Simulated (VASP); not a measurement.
Input:

```xyz
2
Lattice="1.3554 -2.3352 0.0000 1.3554 2.3352 0.0000 0.0000 0.0000 4.8150" Properties=species:S:1:pos:R:3 pbc="T T T"
Zn     1.3554     0.7784     1.2038
Zn     1.4470    -0.7784     3.6113
```

The numbers are results of PBE GGA, VASP's PBE PAW potentials (set 64) (plane waves; VASP 6.6.1), not measurements. Settings: PREC = Low, 400 eV cut-off, 14×14×7 Γ-centred mesh, first-order Methfessel-Paxton smearing of 0.10 eV, potentials Zn.

**Question.** Give the force on each atom (eV/Å).

**Answer.** 
```csv
atom,Fx,Fy,Fz
Zn1,0.052,0.002,0.000
Zn2,-0.052,-0.002,0.000
```

**Question.** Give the stress tensor in GPa (positive for a compressed cell).

**Answer.** 
```
-1.51   0.45   0.00
 0.45  -1.20   0.00
 0.00   0.00  -0.24
```
The pressure is its mean diagonal, -0.99 GPa.

The compound is Zn in the hcp structure. The cell was not relaxed at this level, atoms are displaced from their ideal sites. The run is one of a series of settings (PREC = Low against the base run), some of them coarse on purpose.
